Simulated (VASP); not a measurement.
Data:

```yaml
crystal:
  lattice:
    - [2.45563, 0.00000, 0.00000]
    - [-1.22781, 2.12664, 0.00000]
    - [0.00000, 0.00000, 4.00371]
  atoms:
    - { symbol: Co, position: [0.33333, 0.66667, 0.25000], spin: 1.7 }
    - { symbol: Co, position: [0.66667, 0.33333, 0.75000], spin: 1.7 }
```

Method: r2SCAN+rVV10, VASP's PBE PAW potentials (set 64) (plane waves; VASP). Numerical set-up: 400 eV cut-off, 19×19×10 Γ-centred mesh, tetrahedra with Blöchl corrections, potentials Co.

**Question.** Give the spin-up energies of bands 1 to 12 at the high-symmetry points, in eV from the Fermi level.

**Answer.** 
| band | Γ | M | K | A | L | H |
|---|---|---|---|---|---|---|
| 1 | -9.60 | -5.65 | -5.19 | -7.28 | -5.83 | -4.68 |
| 2 | -5.95 | -5.50 | -4.68 | -7.28 | -5.83 | -4.68 |
| 3 | -3.46 | -5.36 | -4.68 | -3.70 | -4.62 | -4.51 |
| 4 | -3.40 | -3.56 | -4.39 | -3.70 | -4.62 | -4.51 |
| 5 | -3.40 | -3.33 | -3.67 | -3.46 | -2.58 | -3.69 |
| 6 | -3.08 | -3.09 | -3.67 | -3.46 | -2.58 | -3.69 |
| 7 | -3.08 | -2.96 | -2.69 | -3.46 | -1.74 | -2.68 |
| 8 | -2.71 | -1.40 | -1.67 | -3.46 | -1.74 | -2.68 |
| 9 | -2.71 | -1.37 | -1.67 | -1.91 | -1.31 | -1.50 |
| 10 | -1.59 | -1.25 | -1.61 | -1.91 | -1.31 | -1.50 |
| 11 | -1.59 | 0.99 | 4.45 | -1.91 | 1.47 | 5.85 |
| 12 | -0.37 | 3.25 | 5.46 | -1.91 | 1.47 | 5.85 |

**Question.** Give the spin-down energies of bands 1 to 12 at the high-symmetry points, in eV from the Fermi level.

**Answer.** 
```csv
band,Γ,M,K,A,L,H
1,-10.18,-4.46,-3.31,-7.69,-4.50,-2.97
2,-4.80,-4.02,-3.31,-7.69,-4.50,-2.97
3,-1.07,-3.65,-3.29,-1.76,-2.68,-2.78
4,-0.95,-2.40,-3.13,-1.76,-2.68,-2.78
5,-0.95,-1.15,-1.48,-1.01,0.01,-2.08
6,-0.91,-1.07,-1.48,-1.01,0.01,-2.08
7,-0.55,-0.68,-0.33,-1.01,0.09,-0.10
8,-0.55,1.45,1.08,-1.01,0.09,-0.10
9,-0.01,1.58,1.08,0.93,1.55,1.30
10,-0.01,1.62,1.29,0.93,1.55,1.30
11,1.31,2.71,5.48,0.93,2.23,6.59
12,1.31,4.53,6.47,0.93,2.23,6.59
```

It has no gap at this level: it comes out as a metal or semimetal.

The structure comes from a measured Co entry (P6_3/mmc) of the Crystallography Open Database, whose conditions weren't checked. It was relaxed first, which changed the volume by -6 %.
